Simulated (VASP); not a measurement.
Set up this calculation in VASP 6.6.1, as the native input.

```yaml
Task: single point
Functional: PBE
Potentials_or_basis: VASP PAW PBE potentials, release 64 (Nd_3, Cu_pv), 4f in core
Cutoff: 600 eV
k_mesh: 8 × 8 × 8
Occupations: gaussian, width 0.1 eV
Spin: collinear spin, ferromagnetic start
Starting_moments: "[3.0, 3.0, 3.0, 0.6] μB"
Further_INCAR_settings: ALGO = Normal; EDIFF = 1e-06
```

The structure of Nd3Cu lies in POSCAR:

```
Nd3Cu
1.0
   -2.3372491100      2.3372491100      5.0251541900
    2.3372491100     -2.3372491100      5.0251541900
    2.3372491100      2.3372491100     -5.0251541900
Nd Cu
3 1
Cartesian
    0.0000000000      0.0000000000      5.0251541900
    2.3372491100      0.0000000000      2.5125770950
    0.0000000000      2.3372491100      2.5125770950
    0.0000000000      0.0000000000      0.0000000000
```

The cell comes from a database or a generator and needn't be the stable form of this composition.

One way to write it, as run:

INCAR

```
SYSTEM = Nd3Cu
PREC = Accurate
ENCUT = 600
EDIFF = 1E-6
ISMEAR = 0
SIGMA = 0.1
LREAL = .FALSE.
LASPH = .TRUE.
NELM = 150
ALGO = Normal
ISIF = 2
LWAVE = .FALSE.
LCHARG = .FALSE.
ISPIN = 2
MAGMOM = 3 3 3 0.6
LORBIT = 11
LMAXMIX = 6
GGA = PE
```

KPOINTS

```
Automatic mesh
0
G
  8 8 8
  0 0 0
```

Potentials or basis: VASP PAW PBE potentials, release 64 (Nd_3, Cu_pv), 4f in core.

Launch:

```sh
$ cat potpaw_PBE.64/Nd_3/POTCAR potpaw_PBE.64/Cu_pv/POTCAR > POTCAR
$ mpirun -np 1 vasp_std > vasp.out
```

It gave:

```yaml
Pressure: 1.0 GPa
Band_gap_on_the_k_mesh: none (metal or under the smearing width)
Net_moment: 0.00 μB per cell
Valence_electrons_inside_the_program's_atomic_spheres: Nd 8.97, 9.03; Cu 15.28
```

Caveat: the magnetic or orbital state may not be the lowest; spin-orbit coupling is left out, which moves the levels of the heavy elements; the 4f electrons are frozen in the core as for a trivalent ion, so they carry no moment and show no levels.

Wall time 13 min on 1 thread of Intel(R) Xeon(R) Platinum 8488C (Sapphire Rapids), on a shared host, peak memory 0.68 GiB.
